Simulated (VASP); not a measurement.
A convergence study with VASP on WSi₂ (MoSi2 type): one setting is varied, all else stays as given below, so the limit is that of these other settings. Each run relaxes cell and ions from the cell shown. The basis is that of the starting cell, so low cut-offs carry a Pulay error.

```xyz
3
Lattice="-1.6050 1.6050 3.9150 1.6050 -1.6050 3.9150 1.6050 1.6050 -3.9150" Properties=species:S:1:pos:R:3 pbc="T T T"
Si     0.0000     0.0000     5.2069
Si     0.0000     0.0000     2.6231
W      0.0000     0.0000     0.0000
```

Calculation: PBE GGA, VASP's PBE PAW potentials (set 64) (plane waves; VASP). The tightest run used: 700 eV cut-off, 11×11×11 Γ-centred mesh, first-order Methfessel-Paxton smearing of 0.10 eV, potentials Si W_sv.

| setting | relaxed volume (Å³/atom) | E (eV/atom) | plane waves |
|---|---|---|---|
| ENCUT = 150 | 12.313 | -8.3263 | 178 |
| ENCUT = 200 | 13.486 | -8.2305 | 273 |
| ENCUT = 250 | 13.645 | -8.2553 | 373 |
| ENCUT = 300 | 13.644 | -8.2641 | 495 |

Q: These are the cheaper rows. Estimate the results at ENCUT = 700, and how far the last row shown lies from them.

A: 
| quantity | tightest run | last row shown is off by |
|---|---|---|
| relaxed volume (Å³/atom) | 13.681 | -0.037 |
| E (eV/atom) | -8.2711 | 0.0070 |

Left out are rungs that failed or repeat a setting and relaxations that didn't move; long series are thinned to 24 rows.

The compound is WSi2 in the MoSi2 type structure.
